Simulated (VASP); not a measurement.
A VASP calculation is set up with these files.

KPOINTS:
```
Automatic mesh
0
gamma
  6 6 6
```

File POSCAR:
```
SrIn3Au
7.046930
 -0.3263981620   0.3263981620   0.8870898391
  0.3263981620  -0.3263981620   0.8870898391
  0.3263981620   0.3263981620  -0.8870898391
Sr In Au
1 3 1
direct
  0.9979200000   0.9979200000   0.0000000000
  0.2310200000   0.7310200000   0.5000000000
  0.7310200000   0.2310200000   0.5000000000
  0.3829900000   0.3829900000   0.0000000000
  0.5988300000   0.5988300000   0.0000000000
```

### INCAR
```
# general
SYSTEM =SrIn3Au
PREC   =Accurate
ENCUT  =300
LREAL  =F
LASPH  =T

# electronic loop
EDIFF  =1E-6
NELM   =100
ALGO   =Normal
LMAXMIX=6

# smearing
ISMEAR =0
SIGMA  =0.1

# functional
GGA    =PS

# ions
ISIF   =2

# output
LWAVE  =F
LCHARG =F
```

POTCAR, in this order: Sr_sv In_d Au (PBE.64 set). Program: vasp_std.

Task: Write an equivalent input for Quantum ESPRESSO's pw.x.

Result: One equivalent input (not run):
```
&CONTROL
  calculation = 'scf'
  pseudo_dir = './pseudo'
  outdir = './out'
  tprnfor = .true.
  tstress = .true.
/
&SYSTEM
  ibrav = 0
  nat = 5
  ntyp = 3
  ecutwfc = 76
  occupations = 'smearing'
  smearing = 'gaussian'
  degauss = 0.00735
  input_dft = 'pbesol'
/
&ELECTRONS
  conv_thr = 7.3e-08
  electron_maxstep = 100
/
ATOMIC_SPECIES
  Sr 87.620 Sr.upf
  In 114.818 In.upf
  Au 196.967 Au.upf
CELL_PARAMETERS angstrom
    -2.3001050    2.3001050    6.2512600
     2.3001050   -2.3001050    6.2512600
     2.3001050    2.3001050   -6.2512600
ATOMIC_POSITIONS crystal
  Sr   0.9979200  0.9979200  0.0000000
  In   0.2310200  0.7310200  0.5000000
  In   0.7310200  0.2310200  0.5000000
  In   0.3829900  0.3829900  0.0000000
  Au   0.5988300  0.5988300  0.0000000
K_POINTS automatic
  6 6 6 0 0 0
```
The two are equivalent in intent, not identical: the potentials are each code's own (VASP's PAW set, PseudoDojo norm-conserving files in pw.x), so ENCUT and ecutwfc are chosen apart and not converted; conv_thr bounds pw.x's estimated SCF error, while EDIFF bounds the energy change between steps.

The structure comes from a computed database's SrIn3Au entry (I4mm); how it stands against other phases isn't given here. The cell was not relaxed at this level. The k-mesh is coarse (spacing up to 0.32 per Å, 2π included), so the numbers may not be converged in it.
